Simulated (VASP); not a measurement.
Given:

```
ErS
1.0
    0.00000     2.69347     2.69347
    2.69347     0.00000     2.69347
    2.69347     2.69347     0.00000
Er S
1 1
Cartesian
  0.00000   0.00000   0.00000
  2.69347   2.69347   2.69347
```

Computed with PBEsol GGA, VASP's PBE PAW potentials (set 64) (plane waves; VASP 6.6.1). Settings: 400 eV cut-off, Gaussian smearing of 0.050 eV, potentials Er_3 S.

The 4f electrons are frozen in the core of the lanthanide potential, so 4f levels, which can set the real gap, and their magnetism are missing.

Problem. Give the energies of bands 5 to 10 at the high-symmetry points, in eV from the Fermi level.

Solution. 
```csv
band,Γ,X,U,L,W
5,-3.44,-5.75,-5.95,-7.71,-5.81
6,-3.44,-4.21,-5.63,-5.51,-5.43
7,-3.44,-4.21,-4.90,-5.51,-5.43
8,-0.25,-2.62,-0.71,2.07,0.93
9,-0.25,2.16,3.36,3.02,0.93
10,-0.25,2.56,3.45,3.22,2.60
```

It has no gap at this level: it comes out as a metal or semimetal.

The structure comes from a measured ErS entry (Fm-3m) of the Crystallography Open Database, whose conditions weren't checked. It was relaxed first. The electron count is odd and the run is not spin-polarised, which forces a metal.
